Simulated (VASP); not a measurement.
Here is the system:

```yaml
crystal:
  lattice:
    - [-2.82378, 2.82378, 1.54069]
    - [2.82378, -2.82378, 1.54069]
    - [2.82378, 2.82378, -1.54069]
  atoms:
    - { symbol: Hg, position: [0.75000, 0.25000, 0.50000] }
    - { symbol: Hg, position: [0.00000, 0.00000, 0.00000] }
```

All values below come from PBEsol GGA, VASP's PBE PAW potentials (set 64) (plane waves; VASP 6.6.1). Run with 300 eV cut-off, 8×8×8 Γ-centred mesh, Gaussian smearing of 0.10 eV, potentials Hg.

Q: Give the energies of bands 5 to 15 at the high-symmetry points, in eV from the Fermi level.

A: 
```csv
band,Γ,X,M,Z,P,N
5,-7.61,-7.13,-6.65,-7.04,-6.81,-6.96
6,-6.46,-7.13,-6.65,-6.74,-6.81,-6.84
7,-6.46,-6.50,-6.41,-6.74,-6.16,-6.31
8,-6.42,-6.50,-6.41,-6.41,-6.16,-6.09
9,-6.42,-6.12,-6.36,-6.27,-5.88,-5.97
10,-5.89,-6.12,-6.36,-6.08,-5.88,-5.75
11,-5.40,-5.50,-2.44,-1.79,-1.53,-2.28
12,1.83,-5.50,-2.44,-1.17,-1.53,-2.03
13,1.83,5.96,-2.03,1.00,0.04,2.37
14,1.85,5.96,-2.03,1.00,0.04,2.66
15,8.03,6.59,10.52,1.08,9.21,3.22
```

It has no gap at this level: it comes out as a metal or semimetal.

The structure was generated: Hg was put into an ordered model structure, which need not be its known phase. The cell was not relaxed at this level.
